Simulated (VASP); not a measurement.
Data:

```yaml
crystal:
  lattice:
    - [-1.66166, 1.66166, 1.66166]
    - [1.66166, -1.66166, 1.66166]
    - [1.66166, 1.66166, -1.66166]
  atoms:
    - { symbol: Ta, position: [0.00000, 0.00000, 0.00000] }
```

Method: PW91 GGA, VASP's PBE PAW potentials (set 64) (plane waves; VASP). Settings: 520 eV cut-off, 17×17×17 Γ-centred mesh, tetrahedra with Blöchl corrections, potentials Ta_pv.

Unless said otherwise, spin-orbit coupling is left out, though it shifts the bands of the heavy elements here.

Task: What does the run give for the energy per atom (σ→0), band gap (on the k-mesh) with the smallest direct gap where there is one?

Result: 
```
Property                                                     Value
------------------------  ----------------------------------------
band gap (on the k-mesh)  none (metal, semimetal or under 0.01 eV)
energy per atom (σ→0)                              -11.733 eV/atom
```

Total energies compare only between runs with the same potentials, cut-off and functional.

The compound is Ta in the bcc structure. It was relaxed first.
